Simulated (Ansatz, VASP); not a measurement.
**SbPd3 in VASP and in Ansatz**

```
CELL_PARAMETERS angstrom
0.00000 3.22038 3.22038
3.22038 0.00000 3.22038
3.22038 3.22038 0.00000
ATOMIC_POSITIONS crystal
Sb 0.50000 0.50000 0.50000
Pd 0.75000 0.75000 0.75000
Pd 0.25000 0.25000 0.25000
Pd 0.00000 0.00000 0.00000
```

Alike in both runs: task relaxation of cell and atoms; functional LDA; k mesh 12 × 12 × 12; occupations gaussian, width 0.1 eV; no spin polarisation.

|  | VASP | Ansatz |
| --- | --- | --- |
| version | VASP 6.6.1 | Ansatz 0.2.0 |
| potentials or method | VASP PAW LDA potentials, release 64 (Sb, Pd) | scalar-relativistic, plane waves, PAW |
| plane-wave cutoff (eV) | 600 | 420 |
| valence electrons in the cell | 35 | 69 |

Ansatz gave:

| Item | Value |
| --- | --- |
| gap on the k mesh at the Fermi level, each at its own relaxed structure (eV) | none |
| relaxed volume (Å³/atom) | 15.49 |
| relaxed cell length with the largest relative difference (Å) | 4.441 |
| energy change over the relaxation (meV/atom) | -47 |

Task: Estimate VASP's values.

Result: gap on the k mesh at the Fermi level, each at its own relaxed structure (eV): none; relaxed volume (Å³/atom): 15.52; relaxed cell length with the largest relative difference (Å): 4.444; energy change over the relaxation (meV/atom): -46.

A gap of «none» marks a metal or a gap that the smearing closes. The two sets of potentials don't hold the same shells in valence.

The runs have no spin-orbit coupling, so splittings on Sb are missing.
